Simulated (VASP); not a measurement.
These are optB86b-vdW, VASP's PBE PAW potentials (set 64) (plane waves; VASP) values and carry that method's errors.

Input for VASP

### INCAR
```
# general
SYSTEM    =  CdS
PREC      =  Accurate
ENCUT     =  520
LREAL     =  .FALSE.
LASPH     =  .TRUE.

# electronic loop
EDIFF     =  1E-7
NELM      =  100
ALGO      =  Normal
LMAXMIX   =  4

# smearing
ISMEAR    =  0
SIGMA     =  0.05

# functional
GGA       =  MK
LUSE_VDW  =  .TRUE.
AGGAC     =  0.0
PARAM1    =  0.1234
PARAM2    =  1.0

# ions
ISIF      =  2

# output
LWAVE     =  .FALSE.
LCHARG    =  .FALSE.
```

### KPOINTS
```
Automatic mesh
0
Gamma
8 8 8
0 0 0
```

File POSCAR:
```
CdS
5.9434840
  0.0000000000   0.4999999767   0.4999999767
  0.4999999767   0.0000000000   0.4999999767
  0.4999999767   0.4999999767   0.0000000000
Cd S
1 1
Cartesian
  0.0000000000   0.0000000000   0.0000000000
  0.2499999883   0.2499999883   0.2499999883
```

POTCAR, in this order: Cd S (PBE.64 set). Program: vasp_std.

The resulting files:

File OSZICAR:
```
       N       E                     dE             d eps       ncg     rms          rms(c)
DAV:   1     0.117605305095E+03    0.11761E+03   -0.90790E+03   762   0.125E+03
DAV:   2     0.349901264710E+01   -0.11411E+03   -0.10855E+03   869   0.295E+02
DAV:   3    -0.197473707060E+01   -0.54737E+01   -0.54551E+01   904   0.667E+01
DAV:   4    -0.201558908197E+01   -0.40852E-01   -0.40842E-01   864   0.585E+00
DAV:   5    -0.201613493473E+01   -0.54585E-03   -0.54585E-03   894   0.673E-01    0.726E+00
DAV:   6    -0.149629185430E+01    0.51984E+00   -0.10801E+00  1057   0.139E+01    0.585E+00
DAV:   7    -0.148234891335E+01    0.13943E-01   -0.18080E-01   794   0.347E+00    0.306E+00
DAV:   8    -0.148202411491E+01    0.32480E-03   -0.17130E-02   789   0.195E+00    0.244E-01
DAV:   9    -0.148179519465E+01    0.22892E-03   -0.21530E-03   864   0.744E-01    0.675E-02
DAV:  10    -0.148191935638E+01   -0.12416E-03   -0.24785E-04   774   0.157E-01    0.754E-02
DAV:  11    -0.148197281481E+01   -0.53458E-04   -0.84548E-05   777   0.107E-01    0.133E-02
DAV:  12    -0.148196459466E+01    0.82201E-05   -0.29656E-05   991   0.774E-02    0.740E-03
DAV:  13    -0.148196509721E+01   -0.50255E-06   -0.23372E-06   774   0.119E-02    0.299E-03
DAV:  14    -0.148196505189E+01    0.45317E-07   -0.74228E-08   637   0.215E-03
   1 F= -.14819651E+01 E0= -.14819651E+01  d E =-.988204E-13
```

File OUTCAR:
```
------------------------ aborting loop because EDIFF is reached ----------------------------------------
  FORCE on cell =-STRESS in cart. coord.  units (eV):
  Direction    XX          YY          ZZ          XY          YZ          ZX
  --------------------------------------------------------------------------------------
  Total       -0.5222692     -0.5222692     -0.5222692     -0.0000000      0.0000000      0.0000000
  in kB      -15.9419617    -15.9419617    -15.9419617     -0.0000000      0.0000000      0.0000000
  external PRESSURE =     -15.9419617 kB  Pullay stress =       0.0000000 kB
  volume of cell :       52.49
      direct lattice vectors                 reciprocal lattice vectors
     0.000000000  2.971741861  2.971741861    -0.168251491  0.168251491  0.168251491
     2.971741861  0.000000000  2.971741861     0.168251491 -0.168251491  0.168251491
     2.971741861  2.971741861  0.000000000     0.168251491  0.168251491 -0.168251491
  FREE ENERGIE OF THE ION-ELECTRON SYSTEM (eV)
  ---------------------------------------------------
  free  energy   TOTEN  =        -1.4819650519 eV

  energy  without entropy=       -1.4819650519  energy(sigma->0) =       -1.48196505
```
(Selected blocks of OUTCAR.)

The compound is CdS in the zinc blende structure, a metastable form; wurtzite is the usual one. This cell is one point of a volume scan, at 1.03 of the reference volume.
